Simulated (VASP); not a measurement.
A run of VASP 6.6.1:

File INCAR:

```
SYSTEM = KNiF3
PREC = Accurate
ENCUT = 450
EDIFF = 1E-6
ISMEAR = 0
SIGMA = 0.05
LREAL = .False.
LASPH = .True.
NELM = 150
ALGO = Normal
ISIF = 2
LWAVE = .False.
LCHARG = .False.
ISPIN = 2
MAGMOM = 2 2 0 0 0 0 0 0 0 0
LORBIT = 11
LMAXMIX = 4
GGA = PS
NBANDS = 55
```

Contents of KPOINTS:

```
regular mesh
0
Gamma
  6 6 5
  0 0 0
```

File POSCAR:

```
KNiF3
1.0
    4.0000000000      0.0000000000      4.0000000000
    0.0000000000      4.0000000000      4.0000000000
    0.0000000000      0.0000000000      8.0000000000
Ni F K
2 6 2
Direct
    0.5000000000      0.5000000000      0.7500000000
    0.5000000000      0.5000000000      0.2500000000
    0.5000000000      0.5000000000      0.5000000000
    0.0000000000      0.5000000000      0.0000000000
    0.5000000000      0.0000000000      0.0000000000
    0.5000000000      0.5000000000      0.0000000000
    0.0000000000      0.5000000000      0.5000000000
    0.5000000000      0.0000000000      0.5000000000
    0.0000000000      0.0000000000      0.0000000000
    0.0000000000      0.0000000000      0.5000000000
```

Potentials or basis: VASP PAW PBE potentials, release 64 (Ni, F, K_sv).

The run is started by

```bash
$ cat potpaw_PBE.64/Ni/POTCAR potpaw_PBE.64/F/POTCAR potpaw_PBE.64/K_sv/POTCAR > POTCAR
$ mpirun -np 1 vasp_std > vasp.out
```

Hardware: 1 thread of Intel(R) Xeon(R) Platinum 8488C (Sapphire Rapids), on a shared host.

Problem. Estimate the wall time of this run.

Solution. Run time: 12 min on 1 thread of Intel(R) Xeon(R) Platinum 8488C (Sapphire Rapids) (shared host), peak memory 0.58 GiB. Counts: scf iterations 15, k points 44.
